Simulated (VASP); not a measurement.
A VASP calculation is set up with these files.

**INCAR**
```
# general
SYSTEM   = CuCl
PREC     = Accurate
ENCUT    = 520   # plane-wave cut-off (eV)
LREAL    = .FALSE.   # projection in real space or not
LASPH    = .TRUE.   # aspherical one-centre terms

# electronic loop
EDIFF    = 1E-6   # SCF stop (eV)
NELM     = 100   # most electronic steps
ALGO     = Normal   # blocked Davidson
LMAXMIX  = 4

# smearing
ISMEAR   = 0
SIGMA    = 0.05   # width (eV)

# functional
GGA      = MK
LUSE_VDW = .TRUE.
AGGAC    = 0.0
PARAM1   = 0.1234
PARAM2   = 1.0

# ions
IBRION   = 2   # conjugate gradients
NSW      = 60   # most ionic steps
ISIF     = 3   # ions, shape and volume
EDIFFG   = -0.01   # ionic stop

# output
LWAVE    = .FALSE.
LCHARG   = .FALSE.
```

**POSCAR**
```
CuCl
1
    0.0000000000     2.7050000000     2.7050000000
    2.7050000000     0.0000000000     2.7050000000
    2.7050000000     2.7050000000     0.0000000000
Cu Cl
1 1
Direct
  0.0000000000   0.0000000000   0.0000000000
  0.2500000000   0.2500000000   0.2500000000
```

KPOINTS:
```
Automatic mesh
0
Gamma
8 8 8
0 0 0
```

POTCAR, in this order: Cu Cl (PBE.64 set). Program: vasp_std.

Task: Write an equivalent input for Quantum ESPRESSO's pw.x.

Result: One equivalent input (not run):
```
&CONTROL
  calculation = 'vc-relax'
  pseudo_dir = './pseudo'
  outdir = './out'
  tprnfor = .true.
  tstress = .true.
  nstep = 60
  forc_conv_thr = 0.00039
/
&SYSTEM
  ibrav = 0
  nat = 2
  ntyp = 2
  ecutwfc = 92
  occupations = 'smearing'
  smearing = 'gaussian'
  degauss = 0.003675
  input_dft = 'vdw-df-ob86'
/
&ELECTRONS
  conv_thr = 7.3e-08
  electron_maxstep = 100
/
&IONS
/
&CELL
/
ATOMIC_SPECIES
  Cu 63.546 Cu.upf
  Cl 35.450 Cl.upf
CELL_PARAMETERS angstrom
     0.0000000    2.7050000    2.7050000
     2.7050000    0.0000000    2.7050000
     2.7050000    2.7050000    0.0000000
ATOMIC_POSITIONS crystal
  Cu   0.0000000  0.0000000  0.0000000
  Cl   0.2500000  0.2500000  0.2500000
K_POINTS automatic
  8 8 8 0 0 0
```
The two are equivalent in intent, not identical: the potentials are each code's own (VASP's PAW set, PseudoDojo norm-conserving files in pw.x), so ENCUT and ecutwfc are chosen apart and not converted; conv_thr bounds pw.x's estimated SCF error, while EDIFF bounds the energy change between steps; forc_conv_thr acts on force components and is met together with etot_conv_thr.

The compound is CuCl in the zinc blende structure. This run relaxes it. Symmetry was kept, so distortions that lower it aren't found.
